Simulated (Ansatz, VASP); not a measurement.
# Cross-check of SiO2 (Cristobalite) between VASP and Ansatz, part 2 of 3

Aim: how closely do two programs agree when they are given the same cell, functional and k mesh? The cell is taken from a series of runs on this material, whose earlier steps may have relaxed, scaled, displaced or heated it; both programs get it as it stands.

VASP 6.6.1 and Ansatz 0.2.0.

So far: The starting structure; Ansatz: zone-centre phonons, LDA.

### 3. VASP: zone-centre phonons, LDA

Level of this step: LDA; plane waves and PAW (O, Si) (VASP).

The same cell, functional (in two slightly different forms) and mesh now go to VASP, with its own data sets.

Lines of VASP's logs that name or quote its potential files are left out, and so is its time.

File INCAR:

```
SYSTEM = SiO2
PREC = Accurate
ENCUT = 600
EDIFF = 1E-08
NELM = 120
ISMEAR = 0
SIGMA = 0.01
LREAL = .FALSE.
ALGO = Normal
GGA = CA
NBANDS = 44
LORBIT = 11
LWAVE = .FALSE.
LCHARG = .FALSE.
ISIF = 2
IBRION = 8
LEPSILON = .TRUE.
LASPH = .TRUE.
GGA_COMPAT = .FALSE.
EFERMI = MIDGAP
KPAR = 2
```

File POSCAR:

```
SiO2
1.0
    4.8939403413      0.0000000000      0.0000000000
    0.0000000000      4.8939403413      0.0000000000
    0.0000000000      0.0000000000      6.8374122781
O Si
8 4
Direct
    0.2356331724      0.1220586231      0.1867987727
    0.3779413769      0.7356331724      0.4367987727
    0.7643668276      0.8779413769      0.6867987727
    0.6220586231      0.2643668276      0.9367987727
    0.7356331724      0.3779413769      0.5632012273
    0.8779413769      0.7643668276      0.3132012273
    0.2643668276      0.6220586231      0.0632012273
    0.1220586231      0.2356331724      0.8132012273
    0.3085694166      0.3085694166      0.0000000000
    0.1914305834      0.8085694166      0.2500000000
    0.6914305834      0.6914305834      0.5000000000
    0.8085694166      0.1914305834      0.7500000000
```

File KPOINTS:

```
Automatic mesh
0
Gamma
4 4 4
0 0 0
```

Potentials, in the order of the species: O and Si (LDA family, release 64).

Command:

```sh
mpirun -np 2 vasp_std
```

What it wrote:

```text
[banner, memory and clock lines left out]
running    2 mpi-ranks, on    1 nodes
 distrk:  each k-point on    1 cores,    2 groups
 distr:  one band on    1 cores,    1 groups

 POSCAR found type information on POSCAR O Si
 POSCAR found :  2 types and      12 ions
 LDA part: xc-table for (Slater(with rela. corr.)+CA(PZ))
 , standard interpolation
 POSCAR, INCAR and KPOINTS ok, starting setup
 FFT: planning ... GRIDC
 FFT: planning ... GRID_SOFT
 FFT: planning ... GRID
 WAVECAR not read
 entering main loop
       N       E                     dE             d eps       ncg     rms          rms(c)
DAV:   1     0.409139239440E+03    0.40914E+03   -0.35524E+04  1584   0.149E+03
DAV:   2    -0.866900345015E+02   -0.49583E+03   -0.47990E+03  2036   0.325E+02
DAV:   3    -0.116780837848E+03   -0.30091E+02   -0.29959E+02  1928   0.843E+01
DAV:   4    -0.117167400902E+03   -0.38656E+00   -0.38588E+00  1976   0.105E+01
DAV:   5    -0.117174094194E+03   -0.66933E-02   -0.66891E-02  1920   0.136E+00    0.301E+01
DAV:   6    -0.104119699842E+03    0.13054E+02   -0.50190E+01  1840   0.325E+01    0.151E+01
DAV:   7    -0.103905150989E+03    0.21455E+00   -0.14427E+00  1912   0.511E+00    0.523E+00
DAV:   8    -0.103786489236E+03    0.11866E+00   -0.77810E-02  1916   0.168E+00    0.201E+00
DAV:   9    -0.103766491040E+03    0.19998E-01   -0.28539E-02  1984   0.103E+00    0.302E-01
DAV:  10    -0.103767296802E+03   -0.80576E-03   -0.31574E-03  1892   0.276E-01    0.112E-01
DAV:  11    -0.103767232313E+03    0.64490E-04   -0.72554E-04  1916   0.141E-01    0.176E-02
DAV:  12    -0.103767235662E+03   -0.33488E-05   -0.21400E-05  1832   0.211E-02    0.842E-03
DAV:  13    -0.103767236098E+03   -0.43670E-06   -0.58634E-06  1916   0.114E-02    0.383E-03
DAV:  14    -0.103767236266E+03   -0.16798E-06   -0.18164E-07  1952   0.229E-03    0.877E-04
DAV:  15    -0.103767236280E+03   -0.13262E-07   -0.14793E-08  1312   0.644E-04    0.360E-04
DAV:  16    -0.103767236279E+03    0.96497E-09   -0.27405E-09  1132   0.291E-04
   1 F= -.10376724E+03 E0= -.10376724E+03  d E =0.000000E+00
 Linear response reoptimize wavefunctions to high precision
DAV:   1    -0.103767236279E+03   -0.83674E-10   -0.30525E-09  1028   0.276E-04
DAV:   2    -0.103767236279E+03    0.10641E-09   -0.29798E-10  1008   0.902E-05
DAV:   3    -0.103767236279E+03   -0.14006E-09   -0.52060E-11  1008   0.357E-05
 Linear response G [H, r] |phi>, progress :
  Direction:   1
       N       E                     dE             d eps       ncg     rms
RMM:   1    -0.244140583603E+03   -0.24414E+03    0.22299E+02  3664   0.963E+01
RMM:   2    -0.226746779484E+03    0.17394E+02   -0.15084E+01  2729   0.188E+01
RMM:   3    -0.226877102339E+03   -0.13032E+00   -0.29402E-01  2853   0.234E+00
RMM:   4    -0.226882311042E+03   -0.52087E-02   -0.76426E-03  2979   0.378E-01
RMM:   5    -0.226882449342E+03   -0.13830E-03   -0.32405E-04  2992   0.690E-02
RMM:   6    -0.226882457106E+03   -0.77632E-05   -0.17312E-05  3042   0.141E-02
RMM:   7    -0.226882458028E+03   -0.92200E-06   -0.13734E-05  3108   0.501E-03
RMM:   8    -0.226882458193E+03   -0.16585E-06   -0.13202E-05  3095   0.349E-03
RMM:   9    -0.226882458614E+03   -0.42028E-06   -0.27716E-05  2991   0.329E-03
RMM:  10    -0.226882459335E+03   -0.72158E-06   -0.10040E-04  2887   0.327E-03
RMM:  11    -0.226882459434E+03   -0.98473E-07   -0.20125E-04  2837   0.330E-03
 Linear response G [H, r] |phi>, progress :
  Direction:   2
       N       E                     dE             d eps       ncg     rms
RMM:   1    -0.241599159398E+03   -0.24160E+03    0.24645E+02  3571   0.962E+01
RMM:   2    -0.232227650639E+03    0.93715E+01   -0.13251E+01  2732   0.181E+01
RMM:   3    -0.232342797214E+03   -0.11515E+00   -0.23764E-01  2838   0.218E+00
RMM:   4    -0.232347458918E+03   -0.46617E-02   -0.65349E-03  2957   0.358E-01
RMM:   5    -0.232347568430E+03   -0.10951E-03   -0.10503E-04  2991   0.633E-02
RMM:   6    -0.232347573616E+03   -0.51864E-05    0.16082E-04  3036   0.129E-02
RMM:   7    -0.232347570696E+03    0.29207E-05    0.21729E-04  3086   0.453E-03
RMM:   8    -0.232347568814E+03    0.18811E-05    0.22438E-04  3079   0.319E-03
RMM:   9    -0.232347568504E+03    0.31012E-06    0.25138E-04  2945   0.301E-03
RMM:  10    -0.232347569261E+03   -0.75642E-06    0.48572E-04  2839   0.299E-03
RMM:  11    -0.232347569273E+03   -0.12083E-07    0.46276E-04  2794   0.302E-03
 Linear response G [H, r] |phi>, progress :
  Direction:   3
       N       E                     dE             d eps       ncg     rms
RMM:   1    -0.241715850487E+03   -0.24172E+03    0.23940E+02  3562   0.965E+01
RMM:   2    -0.229402506056E+03    0.12313E+02   -0.14280E+01  2705   0.184E+01
RMM:   3    -0.229526904953E+03   -0.12440E+00   -0.26649E-01  2830   0.225E+00
RMM:   4    -0.229531856834E+03   -0.49519E-02   -0.72415E-03  2963   0.372E-01
RMM:   5    -0.229531999192E+03   -0.14236E-03   -0.22225E-04  2999   0.663E-02
[...]
RMM:   1    -0.677563519994E+00   -0.67756E+00   -0.17809E+00  2916   0.296E+00
RMM:   2    -0.680657826755E+00   -0.30943E-02   -0.15408E-02  2774   0.493E-01    0.158E+00
RMM:   3    -0.629869686168E+00    0.50788E-01   -0.12053E-01  2922   0.129E+00    0.822E-01
RMM:   4    -0.629955550084E+00   -0.85864E-04   -0.19275E-02  2842   0.515E-01    0.385E-01
[...]
RMM:   5    -0.370509156908E+00   -0.75162E-04   -0.56276E-05  5917   0.346E-02    0.198E-02
RMM:   6    -0.370429395756E+00    0.79761E-04   -0.36678E-06  5995   0.112E-02    0.284E-03
RMM:   7    -0.370438397861E+00   -0.90021E-05   -0.25639E-07  6030   0.229E-03    0.117E-03
RMM:   8    -0.370429801421E+00    0.85964E-05   -0.80709E-07  6011   0.874E-04    0.341E-04
RMM:   9    -0.370429762593E+00    0.38828E-07   -0.61664E-08  6028   0.237E-04    0.148E-04
RMM:  10    -0.370430307837E+00   -0.54524E-06   -0.59335E-08  6037   0.132E-04    0.324E-05
RMM:  11    -0.370430235040E+00    0.72797E-07    0.24435E-08  6039   0.847E-05    0.149E-05
RMM:  12    -0.370430350371E+00   -0.11533E-06    0.10236E-08  6053   0.714E-05    0.550E-06
RMM:  13    -0.370430330258E+00    0.20113E-07    0.77252E-09  6212   0.675E-05    0.236E-06
RMM:  14    -0.370430343363E+00   -0.13105E-07    0.47584E-08  6116   0.669E-05    0.999E-07
RMM:  15    -0.370430334020E+00    0.93430E-08    0.17487E-08  6103   0.660E-05    0.556E-07
 first order change of Fermi-energy  -0.13489E+00
 force on displaced ion       1 direction 2 :  -7.895 -42.271  21.794
 Born effective charge ion    1 direction 2 :  -0.171  -2.246   0.734
 Linear response progress:
  Degree of freedom:   3/  5
       N       E                     dE             d eps       ncg     rms          rms(c)
RMM:   1    -0.377799766671E+00   -0.37780E+00    0.34859E-01  6274   0.269E+00
RMM:   2    -0.368518914934E+00    0.92809E-02   -0.10407E-02  5282   0.446E-01    0.309E-01
RMM:   3    -0.368966073861E+00   -0.44716E-03   -0.24610E-03  5706   0.197E-01    0.166E-01
RMM:   4    -0.370544008390E+00   -0.15779E-02   -0.11678E-03  5463   0.141E-01    0.466E-02
RMM:   5    -0.370768966602E+00   -0.22496E-03   -0.61815E-05  5958   0.352E-02    0.203E-02
RMM:   6    -0.370603095453E+00    0.16587E-03   -0.38563E-05  5953   0.169E-02    0.355E-03
RMM:   7    -0.370644293730E+00   -0.41198E-04    0.71062E-06  6019   0.440E-03    0.160E-03
RMM:   8    -0.370634167212E+00    0.10127E-04    0.15465E-06  6030   0.150E-03    0.575E-04
RMM:   9    -0.370631019478E+00    0.31477E-05   -0.63815E-07  5974   0.507E-04    0.307E-04
RMM:  10    -0.370632446332E+00   -0.14269E-05    0.24009E-07  5971   0.310E-04    0.669E-05
RMM:  11    -0.370632479116E+00   -0.32783E-07   -0.71495E-08  6017   0.111E-04    0.289E-05
RMM:  12    -0.370632586004E+00   -0.10689E-06   -0.26394E-08  6033   0.790E-05    0.860E-06
RMM:  13    -0.370632567956E+00    0.18048E-07   -0.32577E-08  6231   0.666E-05    0.302E-06
RMM:  14    -0.370632583025E+00   -0.15070E-07   -0.75312E-08  6117   0.650E-05    0.105E-06
RMM:  15    -0.370632574105E+00    0.89203E-08   -0.25595E-08  6119   0.640E-05    0.629E-07
 first order change of Fermi-energy  -0.54373E-01
 force on displaced ion       1 direction 3 :   6.636  21.807 -26.640
 Born effective charge ion    1 direction 3 :   0.079   0.741  -1.629
 Linear response progress:
  Degree of freedom:   4/  5
       N       E                     dE             d eps       ncg     rms          rms(c)
RMM:   1    -0.486133503481E-01   -0.48613E-01   -0.26020E-02  9319   0.134E+00
RMM:   2    -0.258853100949E-01    0.22728E-01   -0.53495E-03  5584   0.395E-01    0.279E-01
RMM:   3    -0.252364723318E-01    0.64884E-03   -0.13672E-03  5844   0.124E-01    0.153E-01
RMM:   4    -0.248617051541E-01    0.37477E-03   -0.62363E-04  5968   0.762E-02    0.343E-02
RMM:   5    -0.248085759946E-01    0.53129E-04   -0.94952E-05  5967   0.197E-02    0.973E-03
RMM:   6    -0.247842734471E-01    0.24303E-04   -0.37495E-05  5898   0.110E-02    0.233E-03
RMM:   7    -0.247809201563E-01    0.33533E-05    0.16309E-05  5990   0.275E-03    0.122E-03
RMM:   8    -0.247845366545E-01   -0.36165E-05    0.33152E-08  5931   0.126E-03    0.271E-04
RMM:   9    -0.247847061501E-01   -0.16950E-06   -0.69432E-07  5985   0.279E-04    0.167E-04
RMM:  10    -0.247846506015E-01    0.55549E-07    0.12307E-06  5984   0.177E-04    0.425E-05
RMM:  11    -0.247847987047E-01   -0.14810E-06   -0.24995E-07  6011   0.642E-05    0.165E-05
RMM:  12    -0.247847519191E-01    0.46786E-07    0.37751E-08  6097   0.351E-05    0.629E-06
RMM:  13    -0.247847497408E-01    0.21784E-08    0.30074E-08  6191   0.260E-05    0.235E-06
 first order change of Fermi-energy   0.54936E-01
 force on displaced ion       9 direction 1 : -45.764   0.238   1.652
 Born effective charge ion    9 direction 1 :   3.305   0.023  -0.363
 Linear response progress:
  Degree of freedom:   5/  5
       N       E                     dE             d eps       ncg     rms          rms(c)
RMM:   1    -0.552537870835E-01   -0.55254E-01   -0.59716E-02  9401   0.138E+00
RMM:   2    -0.279259323414E-01    0.27328E-01   -0.48695E-03  5575   0.417E-01    0.294E-01
RMM:   3    -0.270287157403E-01    0.89722E-03   -0.12173E-03  5905   0.132E-01    0.165E-01
RMM:   4    -0.265364611419E-01    0.49225E-03   -0.15781E-03  6037   0.984E-02    0.345E-02
RMM:   5    -0.264299412985E-01    0.10652E-03   -0.39261E-04  6010   0.247E-02    0.134E-02
RMM:   6    -0.263783074027E-01    0.51634E-04   -0.88101E-05  5928   0.161E-02    0.380E-03
RMM:   7    -0.263746867180E-01    0.36207E-05   -0.95703E-06  6022   0.448E-03    0.222E-03
RMM:   8    -0.263780435312E-01   -0.33568E-05   -0.79225E-06  5989   0.225E-03    0.436E-04
RMM:   9    -0.263772590595E-01    0.78447E-06    0.11841E-06  5988   0.444E-04    0.251E-04
RMM:  10    -0.263776557572E-01   -0.39670E-06    0.78149E-07  5938   0.222E-04    0.617E-05
RMM:  11    -0.263776135266E-01    0.42231E-07    0.15431E-06  6063   0.702E-05    0.253E-05
RMM:  12    -0.263775102894E-01    0.10324E-06    0.18562E-06  6100   0.424E-05    0.110E-05
RMM:  13    -0.263775207224E-01   -0.10433E-07    0.16677E-06  6056   0.291E-05    0.389E-06
RMM:  14    -0.263775115675E-01    0.91549E-08    0.17175E-06  6043   0.249E-05    0.169E-06
RMM:  15    -0.263775203015E-01   -0.87340E-08    0.16202E-06  6038   0.240E-05    0.937E-07
RMM:  16    -0.263775115939E-01    0.87076E-08    0.17393E-06  5811   0.233E-05    0.206E-07
RMM:  17    -0.263775160464E-01   -0.44525E-08    0.16230E-06  5831   0.229E-05    0.117E-07
RMM:  18    -0.263775274858E-01   -0.11439E-07    0.15380E-06  5879   0.226E-05    0.354E-08
 first order change of Fermi-energy   0.17824E-05
 force on displaced ion       9 direction 3 :   1.677  -1.679 -51.198
 Born effective charge ion    9 direction 3 :   0.177  -0.177   3.257
 Born effective charges drift removed
 Linear response finished
```

(Part 2 of 3 ends here.)

[Lines on the potential files, build, host, timing and source positions are cut from VASP's logs without a mark.]

[Logs are printed without paths, hosts, clocks, repeated set-up lines and the standing remarks that a program may print on its own settings, such as how far it seeks lower states.]

[Hosts, paths, dates, database ids (printed as entryN), source tags and the programs' standing remarks are cut or masked in the printed files.]
